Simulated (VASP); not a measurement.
Calculation: PW91 GGA, VASP's PBE PAW potentials (set 64) (plane waves; VASP).

VASP input:

KPOINTS:
```
Automatic mesh
0
gamma
 9 9 9
0 0 0
```

**POSCAR**
```
GaN
1
    0.0000000000     2.2600000000     2.2600000000
    2.2600000000     0.0000000000     2.2600000000
    2.2600000000     2.2600000000     0.0000000000
Ga N
1 1
Direct
  0.0000000000   0.0000000000   0.0000000000
  0.2500000000   0.2500000000   0.2500000000
```

INCAR:
```
! general
SYSTEM   =  GaN
PREC     =  Accurate
ENCUT    =  520
LREAL    =  .False.
LASPH    =  .True.

! electronic loop
EDIFF    =  1E-6
NELM     =  100
ALGO     =  Normal
LMAXMIX  =  4

! smearing
ISMEAR   =  0
SIGMA    =  0.05

! functional
GGA      =  91

! ions
IBRION   =  2
NSW      =  60
ISIF     =  3
EDIFFG   =  -0.01

! output
LWAVE    =  .False.
LCHARG   =  .False.
```

POTCAR, in this order: Ga_d N (PBE.64 set). Program: vasp_std.

Question: What will the output report for the number of irreducible k-points (NKPTS), largest plane-wave count, number of space-group operations, FFT grid (NGX, NGY, NGZ)?

Answer: 
| Item | Value |
|---|---|
| number of irreducible k-points (NKPTS) | 35 |
| largest plane-wave count | 634 |
| number of space-group operations | 24 |
| FFT grid (NGX, NGY, NGZ) | 24 × 24 × 24 |

The compound is GaN in the zinc blende structure, a metastable form; wurtzite is the usual one. This run relaxes it. Symmetry was kept, so distortions that lower it aren't found.
